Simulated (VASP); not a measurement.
A VASP calculation is set up with these files.

**POSCAR**
```
AlN
1
    1.5489453991    -2.6828521236     0.0000000000
    1.5489453991     2.6828521236     0.0000000000
    0.0000000000     0.0000000000     4.9642736680
Al N
2 2
Direct
  0.6666670000   0.3333330000   0.5001241754
  0.3333330000   0.6666670000   0.0001241754
  0.6666670000   0.3333330000   0.8818758246
  0.3333330000   0.6666670000   0.3818758246
```

INCAR:
```
SYSTEM=AlN
PREC=Accurate; ENCUT=520; LREAL=.False.
LASPH=.True.
EDIFF=1E-7; NELM=100; ALGO=Normal
ISMEAR=0; SIGMA=0.05
GGA=PE
IBRION=2; NSW=30; ISIF=4
EDIFFG=-0.01
LWAVE=.False.; LCHARG=.False.
```

**KPOINTS**
```
K-points
0
Gamma
  10 10 5
```

POTCAR, in this order: Al N (PBE.64 set). Program: vasp_std.

Problem. Write an equivalent input for Quantum ESPRESSO's pw.x.

Solution. One equivalent input (not run):
```
&CONTROL
  calculation = 'vc-relax'
  pseudo_dir = './pseudo'
  outdir = './out'
  tprnfor = .true.
  tstress = .true.
  nstep = 30
  forc_conv_thr = 0.00039
/
&SYSTEM
  ibrav = 0
  nat = 4
  ntyp = 2
  ecutwfc = 84
  occupations = 'smearing'
  smearing = 'gaussian'
  degauss = 0.003675
  input_dft = 'pbe'
/
&ELECTRONS
  conv_thr = 7.3e-09
  electron_maxstep = 100
/
&IONS
/
&CELL
  cell_dofree = 'shape'
/
ATOMIC_SPECIES
  Al 26.982 Al.upf
  N 14.007 N.upf
CELL_PARAMETERS angstrom
     1.5489454   -2.6828521    0.0000000
     1.5489454    2.6828521    0.0000000
     0.0000000    0.0000000    4.9642737
ATOMIC_POSITIONS crystal
  Al   0.6666670  0.3333330  0.5001242
  Al   0.3333330  0.6666670  0.0001242
  N    0.6666670  0.3333330  0.8818758
  N    0.3333330  0.6666670  0.3818758
K_POINTS automatic
  10 10 5 0 0 0
```
The two are equivalent in intent, not identical: the potentials are each code's own (VASP's PAW set, PseudoDojo norm-conserving files in pw.x), so ENCUT and ecutwfc are chosen apart and not converted; conv_thr bounds pw.x's estimated SCF error, while EDIFF bounds the energy change between steps; forc_conv_thr acts on force components and is met together with etot_conv_thr.

The compound is AlN in the wurtzite structure. This cell is one point of a volume scan, at 0.97 of the reference volume. Symmetry was kept, so distortions that lower it aren't found.
